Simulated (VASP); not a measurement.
Elastic constants (GPa) of a crystal from PBE GGA, VASP's PBE PAW potentials (set 64) run with VASP:

```tsv
	xx	yy	zz	yz	xz	xy
xx	291.1	124.1	124.1	0.0	0.0	0.0
yy	124.1	291.1	124.1	0.0	0.0	0.0
zz	124.1	124.1	291.1	0.0	0.0	0.0
yz	0.0	0.0	0.0	143.1	0.0	0.0
xz	0.0	0.0	0.0	0.0	143.1	0.0
xy	0.0	0.0	0.0	0.0	0.0	143.1
```

Finite-difference elastic constants of metals are sensitive to mesh and smearing; shear constants can be off by tens of GPa.

Task: Work out the Voigt, Reuss and Hill moduli, Young's modulus and Poisson's ratio.

Result: All eigenvalues are positive (smallest 143.1 GPa), so the crystal is stable. K_V = (C11+C22+C33+2(C12+C13+C23))/9 = (873.3 + 2×372.3)/9 = 179.8 GPa; G_V = (873.3 − 372.3 + 3×429.3)/15 = 119.3 GPa. From the compliances, K_R = 179.8 GPa and G_R = 111.3 GPa. Hill: K = 179.8 GPa, G = 115.3 GPa, E = 9KG/(3K+G) = 285.0 GPa, ν = (3K−2G)/(2(3K+G)) = 0.236. K/G = 1.56, below Pugh's 1.75; universal anisotropy A^U = 0.36.

Task: With a density of 6.16 g/cm³, what are the mean sound speeds?

Result: v_l = √((K+4G/3)/ρ) = 7.36 km/s and v_t = √(G/ρ) = 4.32 km/s. The crystal is CoAl (CsCl type), cubic.

The compound is CoAl in the CsCl type structure. It was relaxed first. The run is not spin-polarised, so no magnetic state was tried.
